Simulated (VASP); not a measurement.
Runs of VASP 6.6.1 on W2N. The structure is trigonal, space group P-3m1 (No. 164). Conventional cell: a = 2.805 Å, b = 2.805 Å, c = 17.477 Å, α = 90.00°, β = 90.00°, γ = 120.00°. Around W (site symmetry 3m) lie 3 N at 2.08 Å. Around W (site symmetry 3m) lie 1 N at 1.96 Å. W (site symmetry 3m) has 3 N at 2.17 Å as nearest neighbours. N (site symmetry -3m) is surrounded by 6 W at 2.17 Å. N (site symmetry 3m) has 4 W at 1.96 to 2.08 Å as nearest neighbours. The cell comes from a database or a generator and needn't be the stable form of this composition.

| level | potentials or basis | cutoff (eV) | smearing | gap on the mesh (eV) | pressure (GPa) | largest force (eV/Å) |
| --- | --- | --- | --- | --- | --- | --- |
| PBEsol | VASP PAW PBE potentials, release 64 (W_sv, N) | 520 | gaussian 0.5 eV | none | 0.7 | 0.11 |
| r2SCAN | VASP PAW PBE potentials, release 64 (W_sv, N) | 520 | gaussian 0.1 eV | none | 5.3 | (a) |
| PBEsol | VASP PAW PBE potentials, release 64 (W_sv, N) | 700 | gaussian 0.1 eV | none | 0.0 | 0.01 |
| PBEsol | VASP PAW PBE potentials, release 64 (W_sv, N_h) | 900 | gaussian 0.1 eV | none | 0.0 | 0.01 |

Alike in all rows: task single point; no spin polarisation; cell as given; k mesh 12 × 12 × 2.

Task: Fill in the values left out.

Result: (a) 0.36.

Caveats: the PAW data sets were made with another functional, which shifts forces and pressure a little; the cutoff is under 1.25 times the usual one of these potentials, so pressure, stress and relaxed cells hold a basis-set (Pulay) error (some runs).

A k mesh can miss the band edges, and the runs leave out spin-orbit coupling on W.

A gap of «none» marks a metal or a gap under the smearing width.
